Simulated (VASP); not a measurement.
Runs of VASP 6.6.1 on Hg2H3Br. All rows change the cell; the cell of one of them follows. The structure is hexagonal, space group P6/mmm (No. 191). The conventional cell has a = 5.864 Å, b = 5.864 Å, c = 3.540 Å, α = 90.00°, β = 90.00°, γ = 120.00°. Hg (site symmetry -6m2) is surrounded by 6 H at 2.45 Å. H (site symmetry mmm) has 4 Hg at 2.45 Å as nearest neighbours. Around Br (site symmetry 6/mmm) lie 6 Hg at 3.39 Å and 12 H at 3.42 Å and 2 Br at 3.54 Å. The cell was built by a generator and needn't be a form met in nature.

```tsv
task	cell	k mesh	cutoff (eV)	mesh quality	gap on the mesh (eV)	pressure (GPa)	relaxed volume (Å³/atom)
relaxation of cell and atoms	relaxed from: species swapped into the YCo3B2 type (P6/mmm, No. 191)	3 × 3 × 6	600	coarse	none	0.0	(a)
single point	species swapped into the YCo3B2 type (P6/mmm, No. 191)	3 × 3 × 6	520	coarse	none	0.2	-
relaxation of cell and atoms	relaxed from: species swapped into the YCo3B2 type (P6/mmm, No. 191)	6 × 6 × 12	600	not flagged	none	0.0	15.16
single point	species swapped into the YCo3B2 type (P6/mmm, No. 191)	6 × 6 × 12	520	not flagged	none	0.2	-
```

Alike in all rows: level PBE; potentials or basis VASP PAW PBE potentials, release 64 (Hg, H, Br); no spin polarisation; smearing gaussian 0.1 eV.

Q: Estimate the missing entries.

A: (a) 14.78.

Caveats: some runs use coarse meshes; the volume moved by over 15 % at a fixed basis, so the end points are rough (some runs).

A k mesh can miss the band edges, and the runs leave out spin-orbit coupling on Br, Hg.

A gap of «none» marks a metal or a gap under the smearing width.
